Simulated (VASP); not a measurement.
# Sn2GeO2 (P-3m1) in VASP: notebook, part 2 of 2

VASP 6.6.1. The steps go on from the part before.

## 3. Relaxation of cell and atoms, PBE

This run uses another cell than the first one, of 17.53 Å³/atom, 0.983 times its volume.

INCAR

```
PREC = Accurate
ENCUT = 520
EDIFF = 1E-7
ISMEAR = 0
SIGMA = 0.1
LREAL = False
LASPH = True
NELM = 120
ALGO = Normal
ISIF = 3
LWAVE = False
LCHARG = False
GGA = PE
IBRION = 2
NSW = 60
EDIFFG = -0.005
POTIM = 0.3
KPAR = 4
```

KPOINTS

```
regular mesh
0
Gamma
  10 10 4
```

POSCAR

```
Sn2GeO2                                 
1.0
    3.8495640085      0.0000000000      0.0000000000
   -1.9247820042      3.3338202248     -0.0000000000
   -0.0000000000     -0.0000000000      6.8297837352
  Sn              Ge              O             
     2     1     2
Direct
     0.6666666699999979    0.3333333300000021    0.7090375926564073
     0.3333333300000021    0.6666666699999979    0.2909624073435929
     1.0000000000000000    0.0000000000000000    0.0000000000000000
     0.3333333300000021    0.6666666699999979    0.6077342266991627
     0.6666666699999979    0.3333333300000021    0.3922657733008376
```

Potentials or basis: VASP PAW PBE potentials, release 64 (Sn_d, Ge_d, O).

Run with:

```sh
$ cat potpaw_PBE.64/Sn_d/POTCAR potpaw_PBE.64/Ge_d/POTCAR potpaw_PBE.64/O/POTCAR > POTCAR
$ mpirun -np 4 vasp_std > vasp.out
```

OUTCAR:

```text
PREC = Accurate
   ENCUT = 520
   EDIFF = 1E-7
   ISMEAR = 0
   LREAL = False
   LASPH = True
   NELM = 120
   ISIF = 3
   GGA = PE
   IBRION = 2
   NSW = 60
   EDIFFG = -0.005
   POTIM = 0.3

 ion  position               nearest neighbor table
   1  0.667  0.333  0.709-   5 2.16   4 2.33   4 2.33   4 2.33   3 2.98   3 2.98   3 2.98   2 3.62
                             2 3.62   2 3.62
   2  0.333  0.667  0.291-   4 2.16   5 2.33   5 2.33   5 2.33   3 2.98   3 2.98   3 2.98   1 3.62
                             1 3.62   1 3.62
   3  0.000  0.000  0.000-   1 2.98   2 2.98   2 2.98   1 2.98   1 2.98   2 2.98
   4  0.333  0.667  0.608-   2 2.16   1 2.33   1 2.33   1 2.33
[... 1050 lines left out ...]
  Total        0.0242466      0.0242466     -0.0040105      0.0000000      0.0000000     -0.0000000
  in kB        0.4432005      0.4432005     -0.0733074      0.0000000      0.0000000     -0.0000000
  external PRESSURE =       0.2710312 kB  Pullay stress =       0.0000000 kB

 VOLUME and BASIS-vectors are now :
 -----------------------------------------------------------------------------
  energy-cutoff  :      520.00
  volume of cell :       87.65
      direct lattice vectors                 reciprocal lattice vectors
     3.849564008  0.000000000  0.000000000     0.259769677  0.149978093  0.000000000
    -1.924782004  3.333820225  0.000000000     0.000000000  0.299956186  0.000000000
     0.000000000  0.000000000  6.829783735     0.000000000  0.000000000  0.146417520

 POSITION                                       TOTAL-FORCE (eV/Angst)
 -----------------------------------------------------------------------------------
      1.92478      1.11127      4.84257        -0.000000      0.000000      0.000091
     -0.00000      2.22255      1.98721         0.000000      0.000000     -0.000091
      0.00000      0.00000      0.00000        -0.000000      0.000000      0.000000
     -0.00000      2.22255      4.15069        -0.000000      0.000000      0.003836
      1.92478      1.11127      2.67909         0.000000     -0.000000     -0.003836
 -----------------------------------------------------------------------------------
    total drift:                               -0.000000      0.000000      0.000000

  FREE ENERGIE OF THE ION-ELECTRON SYSTEM (eV)
  ---------------------------------------------------
  free  energy   TOTEN  =       -25.4118338373 eV

  energy  without entropy=      -25.4010396032  energy(sigma->0) =      -25.40643672

 reached required accuracy - stopping structural energy minimisation
```

Wall time 40 s (4 MPI ranks of Intel Xeon Platinum 8488C (Sapphire Rapids), shared host); peak memory 0.29 GiB.

Results:

```
Free energy                  : -25.4118 eV
Pressure after relaxing      : 0.0 GPa
Largest force after relaxing : 0.004 eV/Å
Band gap on the k mesh       : none (metal or under the smearing width)
```

Forces in eV/Å, atoms in the order of the input:
```
Sn   0.000  0.000  0.000
Sn   0.000  0.000  0.000
Ge   0.000  0.000  0.000
O    0.000  0.000  0.004
O    0.000  0.000 -0.004
```

Final structure:
```
CELL_PARAMETERS angstrom
3.84956 0.00000 0.00000
-1.92478 3.33382 0.00000
0.00000 0.00000 6.82978
ATOMIC_POSITIONS crystal
Sn 0.66667 0.33333 0.70904
Sn 0.33333 0.66667 0.29096
Ge 0.00000 0.00000 0.00000
O 0.33333 0.66667 0.60773
O 0.66667 0.33333 0.39227
```

Caveat: the relaxation stopped at its first step, so nothing moved.

## 4. Single point, r2SCAN

This run uses another cell than the first one, of 17.53 Å³/atom, 0.983 times its volume.

INCAR

```
  ALGO = Normal
  EDIFF = 1E-6
  ENCUT = 520
  ISIF = 2
  ISMEAR = 0
  KPAR = 4
  LASPH = T
  LCHARG = F
  LMIXTAU = T
  LREAL = F
  LWAVE = F
  METAGGA = R2SCAN
  NELM = 150
  PREC = Accurate
  SIGMA = 0.1
```

KPOINTS

```
k-points
0
Gamma
  10 10 4
```

POSCAR

```
Sn2GeO2                                 
1.0
    3.8495640085      0.0000000000      0.0000000000
   -1.9247820042      3.3338202248      0.0000000000
    0.0000000000      0.0000000000      6.8297837352
  Sn              Ge              O             
     2     1     2
Direct
     0.6666666699999979    0.3333333300000021    0.7090375926564079
     0.3333333300000021    0.6666666699999979    0.2909624073435921
     0.0000000000000000    0.0000000000000000    0.0000000000000000
     0.3333333300000021    0.6666666699999979    0.6077342266991650
     0.6666666699999979    0.3333333300000021    0.3922657733008350
```

Run with:

```sh
$ cat potpaw_PBE.64/Sn_d/POTCAR potpaw_PBE.64/Ge_d/POTCAR potpaw_PBE.64/O/POTCAR > POTCAR
$ mpirun -np 4 vasp_std > vasp.out
```

Run time: 3.1 min. Hardware: 4 MPI ranks of Intel Xeon Platinum 8488C (Sapphire Rapids), shared host; peak memory 0.3 GiB.

The run converged. Its results:

* Free energy: -78.6823 eV
* Pressure: -3.9 GPa
* Largest force: 0.227 eV/Å
* Band gap on the k mesh: none (metal or under the smearing width)

Forces on the atoms (eV/Å):
```
Sn   0.000  0.000 -0.217
Sn   0.000  0.000  0.217
Ge   0.000  0.000  0.000
O    0.000  0.000 -0.227
O    0.000  0.000  0.227
```

Stress tensor (GPa, compression positive):
```
-3.26  0.00  0.00
 0.00 -3.26  0.00
 0.00  0.00 -5.27
```

Levels at points of the mesh, in eV from the Fermi level:
```tsv
k point	band 23	band 24	band 25	band 26	band 27	band 28	band 29	band 30	band 31	band 32
(0.00, 0.00, 0.00)	-3.98	-3.98	-3.01	-2.73	1.20	1.20	2.64	3.79	4.36	4.36
(0.50, 0.00, 0.00)	-4.72	-4.23	-3.05	-2.36	-2.09	0.05	1.67	3.11	4.20	4.97
(0.00, 0.00, 0.50)	-5.38	-3.98	-3.98	0.06	1.30	1.30	2.07	3.35	3.35	4.08
(0.50, 0.00, 0.50)	-4.86	-4.54	-4.33	-1.98	-1.33	-0.01	1.28	2.69	4.38	4.94
```

Caveat: the PAW data sets were made with another functional, which shifts forces and pressure a little.
